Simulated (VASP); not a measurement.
ZnCd3Se3S, 8 atoms in the cell. The structure is orthorhombic, space group Pmm2 (No. 25). The conventional cell has a = 4.170 Å, b = 4.170 Å, c = 11.800 Å, α = 90.00°, β = 90.00°, γ = 90.00°. Zn (site symmetry mm2) is surrounded by 2 Se at 2.55 Å and 2 S at 2.55 Å. Around Cd (site symmetry mm2) lie 4 Se at 2.55 Å. Cd (site symmetry mm2) has 4 Se at 2.55 Å as nearest neighbours. Around Cd (site symmetry mm2) lie 2 Se at 2.55 Å and 2 S at 2.55 Å. Around Se (site symmetry mm2) lie 4 Cd at 2.55 Å. Se (site symmetry mm2) is surrounded by 4 Cd at 2.55 Å. Se (site symmetry mm2) is surrounded by 2 Zn at 2.55 Å and 2 Cd at 2.55 Å. S (site symmetry mm2) is surrounded by 2 Zn at 2.55 Å and 2 Cd at 2.55 Å. The cell was built by a generator and needn't be a form met in nature.

```yaml
Program: VASP 6.6.1
Task: relaxation of cell and atoms
Functional: PBE
Potentials_or_basis: VASP PAW PBE potentials, release 64 (Zn, Cd, Se, S)
Cutoff: 520 eV
k_mesh: 4 × 4 × 2
Occupations: gaussian, width 0.15 eV
Spin: no spin polarisation
Further_INCAR_settings: PREC = Normal; ALGO = Fast; EDIFF = 0.0001; IBRION = 2; EDIFFG = -0.08; NSW = 24; ISIF = 3
```

Potentials or basis: VASP PAW PBE potentials, release 64 (Zn, Cd, Se, S).

Run with:

```bash
$ cat potpaw_PBE.64/Zn/POTCAR potpaw_PBE.64/Cd/POTCAR potpaw_PBE.64/Se/POTCAR potpaw_PBE.64/S/POTCAR > POTCAR
$ mpirun -np 1 vasp_std > vasp.out
```

Hardware: 1 thread of Intel(R) Xeon(R) 6975P-C (Granite Rapids) (shared host).

Q: How long does it take, and how much memory?

A: Run time: 5.6 min on 1 thread of Intel(R) Xeon(R) 6975P-C (Granite Rapids), on a shared host, peak memory 0.3 GiB. Counts: scf iterations 76, k points 18, ion steps 11.
